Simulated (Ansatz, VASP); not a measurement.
Two plane-wave programs on MoI

```
Mo I
1.0
     0.00000    3.17885    3.17885
     3.17885    0.00000    3.17885
     3.17885    3.17885    0.00000
Mo I
1 1
Direct
  0.00000 0.00000 0.00000
  0.75000 0.75000 0.75000
```

The cell was built by a generator and needn't be a form met in nature.

Alike in both runs: task relaxation of cell and atoms; functional PBE; k mesh 7 × 7 × 7; occupations fermi-dirac, width 0.05 eV; no spin polarisation; Hubbard terms Mo d U = 2 eV.

|  | VASP | Ansatz |
| --- | --- | --- |
| version | VASP 6.6.1 | Ansatz 0.2.0 |
| potentials or method | VASP PAW PBE potentials, release 64 (Mo_sv, I) | Ansatz PAW |
| plane-wave cutoff (eV) | 600 | 420 |
| valence electrons in the cell | 21 | 31 |

|  | VASP | Ansatz | Ansatz less VASP |
| --- | --- | --- | --- |
| gap on the k mesh at the Fermi level, each at its own relaxed structure (eV) | none | none | - |
| relaxed volume (Å³/atom) | 28.96 | 28.96 | 0.000 |
| relaxed cell length with the largest relative difference (Å) | 4.343 | 4.343 | 0.0000 |
| energy change over the relaxation (meV/atom) | -60 | -57 | +2.8 |

The programs project onto different local orbitals, so the same U acts differently. A gap of «none» marks a metal or a gap that the smearing closes. The two sets of potentials don't hold the same shells in valence.

Caveats: an odd number of electrons without spin polarisation forces a metal; a magnetic or distorted state may lie lower; U without spin polarisation on a metal has little footing; the plane-wave basis is chosen anew once the cell has moved, so the energies of steps on either side of that aren't comparable (Ansatz). Spin-orbit coupling is left out, which matters for the levels of I.
